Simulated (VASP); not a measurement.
# Cs2RuC2NCl3O5 (P1) in VASP: notebook

Runs on Cs2RuC2NCl3O5. Level: LDA. Tasks: single point.

All numbers are computed with VASP 6.6.1; they aren't measurements. Logs are shortened: lines on timing, memory, paths and dates and some standing lists are left out, and cuts for length are marked.

## Step 1: The crystal as given

The typed cell holds 28 atoms: a = 6.987 Å, b = 7.444 Å, c = 13.004 Å, α = 87.54°, β = 80.05°, γ = 67.76°.

## Step 2: Single point, LDA

INCAR

```
ALGO = Fast ; EDIFF = 1E-7
ENCUT = 520 ; GGA = CA
ISIF = 2 ; ISMEAR = -1
LASPH = T ; LCHARG = F
LREAL = Auto ; LWAVE = F
NBANDS = 116 ; NELM = 60
PREC = Accurate ; SIGMA = 0.05
```

KPOINTS

```
k-points
0
Gamma
  2 1 1
```

POSCAR

```
Cs2RuC2NCl3O5
1.0
    6.9866940000      0.0000000000      0.0000000000
    2.8172410000      6.8903710000      0.0000000000
    2.2474760000     -0.3158860000     12.8049140000
Cs Ru C N Cl O
4 2 4 2 6 10
Direct
    0.3237230801      0.8407553776      0.0722300829
    0.6804172527      0.1567910447      0.9007948042
    0.5767429886      0.6615311768      0.6454709497
    0.4364845424      0.3289622768      0.3623843159
    0.1920150531      0.3051490590      0.7151004685
    0.8175063901      0.6984352312      0.2902245185
    0.8937040578      0.5650380589      0.8728524065
    0.0833786271      0.4381828638      0.1239133664
    0.0989597815      0.5699236685      0.8790687700
    0.8741374378      0.4259297480      0.1330036266
    0.1133075762      0.1590697287      0.6415271512
    0.8818492937      0.8375151631      0.3770037034
    0.2257789635      0.0604251725      0.8368584123
    0.7607682014      0.9585425035      0.1738395119
    0.5649368137      0.1895408164      0.6404416305
    0.4820181368      0.8209852339      0.3893583354
    0.1175174547      0.5549848426      0.5997463161
    0.8386296690      0.4306646015      0.3967851717
    0.0521366422      0.0571298164      0.6028935454
    0.9105828733      0.9415288999      0.4311157420
    0.8993559346      0.4482373312      0.8003568005
    0.0990838997      0.5496068982      0.1981583008
    0.2596882016      0.4583982533      0.8127426705
    0.7230044198      0.5624319679      0.1882480429
    0.1242429312      0.6789201606      0.9342350913
    0.8282769097      0.3223792227      0.0820310078
    0.7299618470      0.6884499208      0.9103770631
    0.2338425437      0.3398195671      0.0600941170
```

Potentials or basis: VASP PAW LDA potentials, release 64 (Cs_sv, Ru_pv, C, N, Cl, O).

Run with:

```bash
$ cat potpaw_LDA.64/Cs_sv/POTCAR potpaw_LDA.64/Ru_pv/POTCAR potpaw_LDA.64/C/POTCAR potpaw_LDA.64/N/POTCAR potpaw_LDA.64/Cl/POTCAR potpaw_LDA.64/O/POTCAR > POTCAR
$ mpirun -np 1 vasp_std > vasp.out
```

OUTCAR:

```text
EDIFF = 1E-7
   ENCUT = 520
   GGA = CA
   ISIF = 2
   ISMEAR = -1
   LASPH = T
   LREAL = Auto
   NELM = 60
   PREC = Accurate

 ion  position               nearest neighbor table
   1  0.324  0.841  0.072-
   2  0.680  0.157  0.901-
   3  0.577  0.662  0.645-
   4  0.436  0.329  0.362-
   5  0.192  0.305  0.715-  11 1.77  23 1.97  21 2.05  17 2.30  13 2.33  15 2.44
   6  0.818  0.698  0.290-  12 1.78  24 2.04  22 2.04  16 2.33  18 2.35  14 2.36
   7  0.894  0.565  0.873-  27 1.20  21 1.30   9 1.46
   8  0.083  0.438  0.124-  28 1.22  22 1.34  10 1.48
   9  0.099  0.570  0.879-  25 1.19  23 1.31   7 1.46
  10  0.874  0.426  0.133-  26 1.20  24 1.29   8 1.48
  11  0.113  0.159  0.642-  19 1.17   5 1.77
  12  0.882  0.838  0.377-  20 1.16   6 1.78
  13  0.226  0.060  0.837-   5 2.33
  14  0.761  0.959  0.174-   6 2.36
  15  0.565  0.190  0.640-   5 2.44
  16  0.482  0.821  0.389-   6 2.33
  17  0.118  0.555  0.600-   5 2.30
  18  0.839  0.431  0.397-   6 2.35
  19  0.052  0.057  0.603-  11 1.17
  20  0.911  0.942  0.431-  12 1.16
  21  0.899  0.448  0.800-   7 1.30   5 2.05
  22  0.099  0.550  0.198-   8 1.34   6 2.04
  23  0.260  0.458  0.813-   9 1.31   5 1.97
  24  0.723  0.562  0.188-  10 1.29   6 2.04
  25  0.124  0.679  0.934-   9 1.19
  26  0.828  0.322  0.082-  10 1.20
  27  0.730  0.688  0.910-   7 1.20
  28  0.234  0.340  0.060-   8 1.22

  Warning from LATTYP: Got some problem with cell dimensions!
  Tried to take original basis but could not verify dimensions!
  LATTYP: Found a triclinic cell.
 ALAT       =     7.4440620208
 B/A-ratio  =     3.8536295665
 C/A-ratio  =     1.0818914319
 COS(alpha) =     0.0071548952
 COS(beta)  =     0.5959911419
 COS(gamma) =     0.7227958694

  Lattice vectors:

 A1 = (  -2.8172410000,  -6.8903710000,   0.0000000000)
 A2 = ( -21.8553460000, -13.4648560000, -12.8049140000)
 A3 = (   4.1694530000,  -6.8903710000,   0.0000000000)

Analysis of symmetry for initial positions (statically):
=====================================================================
 Subroutine PRICEL returns:
 Original cell was already a primitive cell.

 Routine SETGRP: Setting up the symmetry group for a
 triclinic supercell.

 Subroutine GETGRP returns: Found  1 space group operations
 (whereof  1 operations were pure point group operations)
 out of a pool of  2 trial point group operations.

The static configuration has the point symmetry C_1 .

Analysis of symmetry for dynamics (positions and initial velocities):
=====================================================================
 Subroutine PRICEL returns:
 Original cell was already a primitive cell.

 Routine SETGRP: Setting up the symmetry group for a
 triclinic supercell.

 Subroutine GETGRP returns: Found  1 space group operations
 (whereof  1 operations were pure point group operations)
 out of a pool of  2 trial point group operations.

The dynamic configuration has the point symmetry C_1 .

 Subroutine INISYM returns: Found  1 space group operations
 (whereof  1 operations are pure point group operations),
 and found     1 'primitive' translations

----------------------------------------------------------------------------------------

                                     Primitive cell

  volume of cell :     616.4403

  direct lattice vectors                    reciprocal lattice vectors
     6.986694000  0.000000000  0.000000000     0.143129211 -0.058520721 -0.026565219
     2.817241000  6.890371000  0.000000000     0.000000000  0.145130066  0.003580231
     2.247476000 -0.315886000 12.804914000     0.000000000  0.000000000  0.078095019

  length of vectors
     6.986694000  7.444062021 13.004489797     0.156896006  0.145174220  0.078095019

  position of ions in fractional coordinates (direct lattice)
     0.323723080  0.840755378  0.072230083
     0.680417253  0.156791045  0.900794804
     0.576742989  0.661531177  0.645470950
     0.436484542  0.328962277  0.362384316
     0.192015053  0.305149059  0.715100468
     0.817506390  0.698435231  0.290224518
[... 20 lines left out ...]
     0.729961847  0.688449921  0.910377063
     0.233842544  0.339819567  0.060094117

  ion indices of the primitive-cell ions
   primitive index   ion index
                 1           1
                 2           2
                 3           3
                 4           4
                 5           5
                 6           6
[... 20 lines left out ...]
                27          27
                28          28

----------------------------------------------------------------------------------------

 KPOINTS: k-points

Automatic generation of k-mesh.
 Grid dimensions read from file:
 generate k-points for:    2    1    1

 Generating k-lattice:

  Cartesian coordinates                     Fractional coordinates (reciprocal lattice)
     0.071564606 -0.029260361 -0.013282609     0.500000000 -0.000000000 -0.000000000
     0.000000000  0.145130066  0.003580231     0.000000000  1.000000000 -0.000000000
     0.000000000  0.000000000  0.078095019     0.000000000  0.000000000  1.000000000

  Length of vectors
     0.078448003  0.145174220  0.078095019

  Shift w.r.t. Gamma in fractional coordinates (k-lattice)
     0.000000000  0.000000000  0.000000000

 Subroutine IBZKPT returns following result:
 ===========================================

 Found      2 irreducible k-points:

 Following reciprocal coordinates:
            Coordinates               Weight
  0.000000  0.000000  0.000000      1.000000
  0.500000  0.000000  0.000000      1.000000
   k-points           NKPTS =      2   k-points in BZ     NKDIM =      2   number of bands    NBANDS=    116
   number of dos      NEDOS =    301   number of ions     NIONS =     28
   total plane-waves  NPLWV = 296352
   dimension x,y,z NGX =    54 NGY =   56 NGZ =   98
   dimension x,y,z NGXF=   108 NGYF=  112 NGZF=  196
   ions per type =               4   2   4   2   6  10
   NGX,Y,Z   is equivalent  to a cutoff of  12.85, 12.51, 12.53 a.u.
   NGXF,Y,Z  is equivalent  to a cutoff of  25.70, 25.01, 25.06 a.u.
 SYSTEM =  unknown system
   PREC   = accura    normal or accurate (medium, high low for compatibility)
   ISTART =      0    job   : 0-new  1-cont  2-samecut
   ICHARG =      2    charge: 1-file 2-atom 10-const
   ISPIN  =      1    spin polarized calculation?
   LNONCOLLINEAR =      F non collinear calculations
   LSORBIT =      F    spin-orbit coupling
   LASPH  =      T    aspherical Exc in radial PAW
   ENCUT  =  520.0 eV  38.22 Ry    6.18 a.u.  12.99 13.84 24.18*2*pi/ulx,y,z
   NELM   =     60;   NELMIN=  2; NELMDL= -5     # of ELM steps
   EDIFF  = 0.1E-06   stopping-criterion for ELM
   LREAL  =      T    real-space projection
   EDIFFG = 0.1E-05   stopping-criterion for IOM
   NSW    =      0    number of steps for IOM
   IBRION =     -1    ionic relax: 0-MD 1-quasi-New 2-CG
   NFREE  =      0    steps in history (QN), initial steepest desc. (CG)
   ISIF   =      2    stress and relaxation
   ISYM   =      2    0-nonsym 1-usesym 2-fastsym
   POTIM  = 0.5000    time-step for ionic-motion
   TEBEG  =    0.0;   TEEND  =   0.0 temperature during run
   PSTRESS=    0.0 pullay stress
   NELECT =     192.0000    total number of electrons
   NUPDOWN=      -1.0000    fix difference up-down
   EMIN   =  10.00;   EMAX   =-10.00  energy-range for DOS
   EFERMI =   0.00;   METHOD = LEGACY
   ISMEAR =    -1;   SIGMA  =   0.05  broadening in eV -4-tet -1-fermi 0-gaus
   EFERMI_NEDOS =   21; number of points for ismear=-14 and -15
   IALGO  =     68    algorithm
   IMIX   =      4    mixing-type and parameters
     AMIX     =   0.40;   BMIX     =  1.00
     AMIX_MAG =   1.60;   BMIX_MAG =  1.00
  volume/ion in A,a.u.               =      22.02       148.57
  Fermi-wavevector in a.u.,A,eV,Ry     =   1.109715  2.097058 16.755140  1.231468
  Thomas-Fermi vector in A             =   2.246258
   LORBIT       =      0    0 simple, 1 ext, 2 COOP (PROOUT), +10 PAW based schemes
   GGA     = CA    functional components
   LHFCALC =     F    Hartree Fock is set to
   AEXX    =    0.0000 exact exchange contribution
   IVDW    =     0    specifies the selected vdW correction
   LEPSILON=     F    determine dielectric tensor
   LRPA    =     F    only Hartree local field effects (RPA)
 non-spin polarized calculation
 RMM-DIIS sequential band-by-band and
  energy-cutoff  :      520.00
  volume of cell :      616.44
 maximum number of plane-waves:     16644
 NGX is ok and might be reduce to    54
   NGX = 25   NGY = 27   NGZ = 49

 number of electron     191.9999989 magnetization

 Free energy of the ion-electron system (eV)
  ---------------------------------------------------
  ext. energy  EPLUGINS =         0.00000000
  ---------------------------------------------------
  free energy    TOTEN  =      -186.12309717 eV

  energy without entropy =     -186.12309607  energy(sigma->0) =     -186.12309662

 E-fermi :   1.2420     XC(G=0):  -8.5353

 val. band max:        0.5060953972   @ k =   0.0000   0.0000   0.0000
 cond. band min:       1.9736512157   @ k =   0.0000   0.0000   0.0000
 fundamental gap:      1.4675558185
 Fermi energy:         1.2420195294

 k-point     1 :       0.0000    0.0000    0.0000
  band No.  band energies     occupation
      1     -43.4546      2.00000
      2     -43.2311      2.00000
      3     -42.5503      2.00000
      4     -42.5168      2.00000
      5     -42.3664      2.00000
      6     -42.2806      2.00000
[... 100 lines left out ...]
    107       4.8082      0.00000
    108       5.5794      0.00000

 k-point     2 :       0.5000    0.0000    0.0000
  band No.  band energies     occupation
      1     -43.4546      2.00000
      2     -43.2311      2.00000
      3     -42.5503      2.00000
      4     -42.5168      2.00000
      5     -42.3664      2.00000
      6     -42.2806      2.00000
[... 100 lines left out ...]
    107       5.4149      0.00000
    108       5.6303      0.00000
 [bands above 108 left out]

------------------------ aborting loop because EDIFF is reached ----------------------------------------

  FORCE on cell =-STRESS in cart. coord.  units (eV):
  Direction    XX          YY          ZZ          XY          YZ          ZX
  --------------------------------------------------------------------------------------
  -------------------------------------------------------------------------------------
  Total       -6.7069824      2.2634084     -4.7787014     -1.6983804      1.7307046     -1.2712655
  in kB      -17.4319815      5.8827787    -12.4202254     -4.4142258      4.4982391     -3.3041203
  external PRESSURE =      -7.9898094 kB  Pullay stress =       0.0000000 kB

 VOLUME and BASIS-vectors are now :
 -----------------------------------------------------------------------------
  energy-cutoff  :      520.00
  volume of cell :      616.44
      direct lattice vectors                 reciprocal lattice vectors
     6.986694000  0.000000000  0.000000000     0.143129211 -0.058520721 -0.026565219
     2.817241000  6.890371000  0.000000000     0.000000000  0.145130066  0.003580231
     2.247476000 -0.315886000 12.804914000     0.000000000  0.000000000  0.078095019

 POSITION                                       TOTAL-FORCE (eV/Angst)
 -----------------------------------------------------------------------------------
      4.79270      5.77030      0.92490        -0.041178     -0.031301      0.056500
      7.22010      0.79580     11.53460        -0.023195      0.006281      0.220896
      7.34390      4.35430      8.26520        -0.074074      0.021663      0.067496
      4.79080      2.15220      4.64030        -0.234662      0.018963     -0.183771
      3.80840      1.87670      9.15680        -1.082661     -1.503920     -0.959142
      8.33160      4.72080      3.71630         0.524110      0.976426      1.565631
[... 20 lines left out ...]
      9.08560      4.45610     11.65730        -1.155966      1.626784      1.930306
      2.72620      2.32250      0.76950        -0.053305     -0.033244     -0.176078
 -----------------------------------------------------------------------------------
    total drift:                                0.003696      0.005114      0.013627

  FREE ENERGIE OF THE ION-ELECTRON SYSTEM (eV)
  ---------------------------------------------------
  free  energy   TOTEN  =      -186.1230971701 eV

  energy  without entropy=     -186.1230960723  energy(sigma->0) =     -186.12309662
```

It took 4.6 min on 1 thread of AMD EPYC 9R14 (Zen 4), shared host; peak memory 0.54 GiB.

Results:

- Free energy: -186.1231 eV
- Pressure: -0.8 GPa
- Largest force: 3.530 eV/Å
- Band gap on the k mesh: 1.47 eV, direct

Forces on the atoms (eV/Å):
```
Cs  -0.041 -0.031  0.057
Cs  -0.023  0.006  0.221
Cs  -0.074  0.022  0.067
Cs  -0.235  0.019 -0.184
Ru  -1.083 -1.504 -0.959
Ru   0.524  0.976  1.566
C   -0.478 -0.552 -2.268
C    2.131 -0.132  1.571
C    1.292 -1.350 -1.061
C   -0.772  1.557 -0.271
N    0.732  0.649  0.151
N   -0.527 -1.630 -1.454
Cl   0.401 -0.441  0.422
Cl  -0.052 -0.046 -0.058
Cl  -0.917  0.190  0.265
Cl  -0.475  0.402 -0.142
Cl   0.344  0.637 -0.210
Cl   0.626 -0.166 -0.104
O    0.436  0.247  0.384
O   -0.221  0.100 -0.084
O    0.044 -1.073 -0.609
O   -1.007 -0.503 -1.161
O   -0.574 -0.699 -0.644
O    0.637  1.643  2.116
O    1.106  2.389  2.351
O   -0.584 -2.305 -1.716
O   -1.156  1.627  1.930
O   -0.053 -0.033 -0.176
```

Stress tensor (GPa, compression positive):
```
-1.74 -0.44 -0.33
-0.44  0.59  0.45
-0.33  0.45 -1.24
```

Caveat: the k mesh is coarse (spacing up to 0.91 Å⁻¹), so the values aren't converged; the standard files for N, O and F lose accuracy on very short bonds; spin-orbit coupling is left out, which moves the levels of the heavy elements; an odd mesh through Γ misses points on the zone boundary, where band edges often lie; forces of over 1 eV/Å show positions far from the minimum, so gaps and moduli don't describe the material at rest.

[end of part 1 of 2]
